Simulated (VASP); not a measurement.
Level of theory: PBE GGA with D4 dispersion, VASP's PBE PAW potentials (set 64) (plane waves; VASP).

Input for VASP

### INCAR
```
SYSTEM = MgO
PREC = Accurate
ENCUT = 520
EDIFF = 1E-7
NELM = 100
ALGO = Normal
LREAL = .FALSE.
LASPH = .TRUE.
ISMEAR = 0
SIGMA = 0.05
GGA = PE
IVDW = 13
LWAVE = .FALSE.
LCHARG = .FALSE.
ISIF = 2
```

KPOINTS:
```
Automatic mesh
0
Gamma
11 11 11
0 0 0
```

File POSCAR:
```
MgO
1
    0.0000000000     2.0665765701     2.0665765701
    2.0665765701     0.0000000000     2.0665765701
    2.0665765701     2.0665765701     0.0000000000
Mg O
1 1
Direct
  0.0000000000   0.0000000000   0.0000000000
  0.5000000000   0.5000000000   0.5000000000
```

POTCAR, in this order: Mg O (PBE.64 set). Program: vasp_std.

### Question
What does the run give for the energy per atom (σ→0), dispersion energy, pressure, band gap (on the k-mesh)?

### Answer

```yaml
energy per atom (σ→0): -6.100 eV/atom
dispersion_energy: -0.353 eV
band gap (on the k-mesh): 5.30 eV
pressure: 11.05 GPa
```

OSZICAR:
```
...
DAV:   5    -0.134226712873E+02   -0.33731E-06   -0.33731E-06  1152   0.124E-02    0.729E+00
DAV:   6    -0.118629820958E+02    0.15597E+01   -0.96497E+00   896   0.224E+01    0.218E+00
DAV:   7    -0.118506024792E+02    0.12380E-01   -0.32296E-02   984   0.234E+00    0.131E+00
DAV:   8    -0.118458111373E+02    0.47913E-02   -0.20904E-02   896   0.223E+00    0.134E-01
DAV:   9    -0.118457826938E+02    0.28443E-04   -0.29577E-04  1352   0.150E-01    0.659E-02
DAV:  10    -0.118458805918E+02   -0.97898E-04   -0.10899E-04   920   0.113E-01    0.508E-03
DAV:  11    -0.118458806483E+02   -0.56495E-07   -0.42245E-07  1368   0.770E-03
   1 F= -.12199022E+02 E0= -.12199022E+02  d E =-.268289E-19
```

The compound is MgO in the rock salt structure. This cell is one point of a volume scan, at 0.94 of the reference volume.
